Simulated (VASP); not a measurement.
All values below come from PBE GGA, VASP's PBE PAW potentials (set 64) (plane waves; VASP).

VASP ran on this input.

INCAR:
```
LASPH=T
PREC=Accurate
LCHARG=F
ENCUT=400
ISMEAR=0   # Gaussian
ISIF=2   # forces and stress, cell fixed
LWAVE=F
ALGO=Normal
LREAL=F   # projection in real space or not
LMAXMIX=4
NELECT=10.5
SYSTEM=Sr
GGA=PE   # PBE
SIGMA=0.05   # width (eV)
EDIFF=1E-6   # SCF stop (eV)
NELM=100
```

POSCAR:
```
Sr
1
    0.0000000000     3.0400000000     3.0400000000
    3.0400000000     0.0000000000     3.0400000000
    3.0400000000     3.0400000000     0.0000000000
Sr
1
Direct
  0.0000000000   0.0000000000   0.0000000000
```

### KPOINTS
```
Regular mesh
0
G
9 9 9
```

POTCAR, in this order: Sr_sv (PBE.64 set). Program: vasp_std.

The cell is charged, with a uniform compensating background.

Task: What does the run give for the energy per atom (σ→0), pressure, band gap (on the k-mesh)?

Result: 
```yaml
energy per atom (σ→0): -85.5 kJ/mol-atom
band gap (on the k-mesh): none (metal, semimetal or under 0.01 eV)
pressure: 4.84 GPa
```

OSZICAR:
```
...
DAV:   6    -0.892552833517E+00   -0.86940E-01   -0.41535E-02   765   0.168E+00    0.920E+00
DAV:   7    -0.886681569685E+00    0.58713E-02   -0.15780E-02   753   0.144E+00    0.617E-01
DAV:   8    -0.886806986488E+00   -0.12542E-03   -0.27523E-03  1001   0.301E-01    0.133E-01
DAV:   9    -0.886861829160E+00   -0.54843E-04   -0.37161E-05   975   0.570E-02    0.641E-02
DAV:  10    -0.886902028400E+00   -0.40199E-04   -0.21293E-05   841   0.400E-02    0.230E-02
DAV:  11    -0.886903544424E+00   -0.15160E-05   -0.18323E-06   674   0.122E-02    0.163E-02
DAV:  12    -0.886903021203E+00    0.52322E-06   -0.21750E-07   374   0.551E-03
   1 F= -.88690302E+00 E0= -.88589355E+00  d E =-.201895E-02
```

The compound is Sr in the fcc structure. The cell was not relaxed at this level. The run is one of a series of settings (ISMEAR = 0, NELECT = 10.5, SIGMA = 0.05 against the base run), some of them coarse on purpose.
